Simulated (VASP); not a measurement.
OSZICAR of a VASP run on GaAs (space group F-43m):

File OSZICAR:
```
       N       E                     dE             d eps       ncg     rms          rms(c)
DAV:   1     0.725685353890E+02    0.72569E+02   -0.81041E+03   520   0.165E+03
DAV:   2    -0.432863180133E+01   -0.76897E+02   -0.73741E+02   550   0.291E+02
DAV:   3    -0.978117740945E+01   -0.54525E+01   -0.54283E+01   665   0.709E+01
DAV:   4    -0.986565650155E+01   -0.84479E-01   -0.84446E-01   594   0.968E+00
DAV:   5    -0.986711970619E+01   -0.14632E-02   -0.14631E-02   630   0.106E+00    0.308E+00
DAV:   6    -0.967670128467E+01    0.19042E+00   -0.27206E-01   809   0.102E+01    0.182E+00
DAV:   7    -0.963296561285E+01    0.43736E-01   -0.78574E-02   664   0.229E+00    0.524E-01
DAV:   8    -0.962982691430E+01    0.31387E-02   -0.99099E-03   605   0.131E+00    0.108E-01
DAV:   9    -0.962979314961E+01    0.33765E-04   -0.79541E-04   628   0.352E-01    0.441E-02
DAV:  10    -0.962979640949E+01   -0.32599E-05   -0.42593E-05   707   0.866E-02    0.234E-02
DAV:  11    -0.962980135828E+01   -0.49488E-05   -0.73361E-06   570   0.443E-02    0.202E-03
DAV:  12    -0.962980123285E+01    0.12542E-06   -0.45380E-07   350   0.109E-02
   1 F= -.96298012E+01 E0= -.96298012E+01  d E =-.962980E+01
```

Question: Which electronic solver shows in the log?

Answer: It is blocked Davidson (ALGO = Normal, or the opening steps of other solvers). The INCAR had ALGO = Normal.

Question: Can the final energy be trusted as converged?

Answer: Self-consistency was reached. It stopped with EDIFF = 1E-6, NELM = 100, NSW = 60 and EDIFFG = -0.01 after 1 ionic step (LDA (Ceperley-Alder, Perdew-Zunger), plane waves, VASP's LDA PAW potentials (set 64)).

The structure comes from a computed database's GaAs entry (F-43m); how it stands against other phases isn't given here. It was relaxed first, which changed the volume by -7 %. The start is the result of an earlier pass.
